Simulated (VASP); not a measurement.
VASP input:

File KPOINTS:
```
Automatic mesh
0
Gamma
12 12 6
0 0 0
```

POSCAR:
```
Zn
1
    1.3300000000    -2.3036280000     0.0000000000
    1.3300000000     2.3036280000     0.0000000000
    0.0000000000     0.0000000000     4.9500000000
Zn
2
Direct
  0.3333330000   0.6666670000   0.2500000000
  0.6666670000   0.3333330000   0.7500000000
```

### INCAR
```
SYSTEM = Zn
PREC = Accurate
ENCUT = 400
EDIFF = 1E-6
NELM = 4
ALGO = Normal
LREAL = .FALSE.
LASPH = .TRUE.
ISMEAR = 1
SIGMA = 0.1
GGA = PE
LMAXMIX = 4
LWAVE = .FALSE.
LCHARG = .FALSE.
ISIF = 2
```

POTCAR, in this order: Zn (PBE.64 set). Program: vasp_std.

Output

**standard output**
```
 POSCAR found type information on POSCAR Zn
 POSCAR found :  1 types and       2 ions
 Reading from existing POTCAR
 Reading from existing POTCAR
 LDA part: xc-table for (Slater+PW92), standard interpolation
 POSCAR, INCAR and KPOINTS ok, starting setup
 WAVECAR not read
 entering main loop
       N       E                     dE             d eps       ncg     rms          rms(c)
DAV:   1     0.836470188847E+02    0.83647E+02   -0.11097E+04  2496   0.201E+03
DAV:   2    -0.312899747828E+00   -0.83960E+02   -0.83068E+02  2488   0.270E+02
DAV:   3    -0.240422921428E+01   -0.20913E+01   -0.20885E+01  3104   0.534E+01
DAV:   4    -0.240952073348E+01   -0.52915E-02   -0.52914E-02  2888   0.269E+00

 -----------------------------------------------------------------------------
|                                                                             |
|           W    W    AA    RRRRR   N    N  II  N    N   GGGG   !!!           |
|           W    W   A  A   R    R  NN   N  II  NN   N  G    G  !!!           |
|           W    W  A    A  R    R  N N  N  II  N N  N  G       !!!           |
|           W WW W  AAAAAA  RRRRR   N  N N  II  N  N N  G  GGG   !            |
|           WW  WW  A    A  R   R   N   NN  II  N   NN  G    G                |
|           W    W  A    A  R    R  N    N  II  N    N   GGGG   !!!           |
|                                                                             |
|     The electronic self-consistency was not achieved in the given           |
|     number of steps (NELM). The forces and other quantities evaluated       |
|     might not be reliable so examine the results carefully. If you find     |
|     spurious results, we suggest increasing NELM, if you were close to      |
|     convergence or switching to a different ALGO or adjusting the           |
|     density mixing parameters otherwise.                                    |
|                                                                             |
 -----------------------------------------------------------------------------

   1 F= -.24095207E+01 E0= -.24095951E+01  d E =0.222955E-03
```

### OUTCAR
```
------------------------ aborting loop EDIFF was not reached (unconverged)  ----------------------------
  FORCE on cell =-STRESS in cart. coord.  units (eV):
  Direction    XX          YY          ZZ          XY          YZ          ZX
  --------------------------------------------------------------------------------------
  Total      -43.4772080    -43.4772240    -41.4629333      0.0000000      0.0000000      0.0000000
  in kB    -2296.5348736  -2296.5357229  -2190.1377040      0.0000000      0.0000000      0.0000000
  external PRESSURE =   -2261.0694335 kB  Pullay stress =       0.0000000 kB
  volume of cell :       30.33
      direct lattice vectors                 reciprocal lattice vectors
     1.330000000 -2.303628000  0.000000000     0.375939850 -0.217048933  0.000000000
     1.330000000  2.303628000  0.000000000     0.375939850  0.217048933  0.000000000
     0.000000000  0.000000000  4.950000000     0.000000000  0.000000000  0.202020202
 POSITION                                       TOTAL-FORCE (eV/Angst)
 -----------------------------------------------------------------------------------
      1.33000      0.76788      1.23750         0.000000     -0.000000      0.000000
      1.33000     -0.76788      3.71250        -0.000000      0.000000      0.000000
 -----------------------------------------------------------------------------------
    total drift:                                0.000000      0.000023      0.000001
  FREE ENERGIE OF THE ION-ELECTRON SYSTEM (eV)
  ---------------------------------------------------
  free  energy   TOTEN  =        -2.4095207335 eV

  energy  without entropy=       -2.4097436881  energy(sigma->0) =       -2.40959505
```
(Selected blocks of OUTCAR.)

Problem. From input and log, find the fault in this run and mend it.

Solution. The cause: NELM is too small, so the electronic loop ends before EDIFF is met. Convergence was not reached. Against the sound run, the energy per atom (σ→0) decreases by 0.105 eV/atom; the pressure falls by 225.97 GPa. To mend it, set NELM = 100.

The mended run (PBE GGA, plane waves, VASP's PBE PAW potentials (set 64)) converges, and its OSZICAR ends with
```
   1 F= -.21984579E+01 E0= -.21986298E+01  d E =0.515889E-03
```

The compound is Zn in the hcp structure. The cell was not relaxed at this level.
